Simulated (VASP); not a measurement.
VASP runs on W (a trial cell in the diamond structure, space group Fd-3m) share one base input (PBE GGA, plane waves, VASP's PBE PAW potentials (set 64)) and change the settings named in each case.

### KPOINTS
```
Automatic
0
gamma
10 10 10
0 0 0
```

POSCAR:
```
W
1
    0.0000000000     2.8984690000     2.8984690000
    2.8984690000     0.0000000000     2.8984690000
    2.8984690000     2.8984690000     0.0000000000
W
2
Direct
  0.7500000000   0.7500000000   0.7500000000
  0.5000000000   0.5000000000   0.5000000000
```

INCAR:
```
! general
SYSTEM =W
PREC   =Accurate
ENCUT  =400
LREAL  =.False.
LASPH  =.True.

! electronic loop
EDIFF  =1E-6
NELM   =100
ALGO   =Normal
LMAXMIX=6

! smearing
ISMEAR =1
SIGMA  =0.1

! functional
GGA    =PE

! ions
ISIF   =2

! output
LWAVE  =.False.
LCHARG =.False.
```

POTCAR, in this order: W_sv (PBE.64 set). Program: vasp_std.

```csv
change,E(σ→0) (eV/atom),pressure (GPa),−TS (eV)
base run,-10.2904,2.56,-0.0018
GGA = AM,-10.6577,-2.67,-0.0018
"GGA removed, LMIXTAU = .TRUE., METAGGA = SCAN",-66.8926,-4.14,-0.0022
GGA = RP,-9.7806,4.76,-0.0018
"GGA removed, LMIXTAU = .TRUE., METAGGA = TPSS",-11.3401,1.02,-0.0010
IVDW = 11,-10.8912,___,-0.0018
GGA = PS,-10.9684,-2.15,-0.0017
```

Question: What belongs in the gaps?

Answer: 
- IVDW = 11, pressure (GPa): -0.15

Energies of different potentials or functionals have different zeros. Unless said otherwise, spin-orbit coupling is left out, though it shifts the bands of the heavy elements here.

Left out are runs that ran out of time, are held back, or changed the cell or the kind of run, fixed moments of cells without a moment, rows past the twelfth, gaps on odd meshes, pressures of charged cells and columns that move by less than the noise.

The structure was generated: W was put into the diamond type (Fd-3m), which need not be its known phase. The cell was not relaxed at this level.
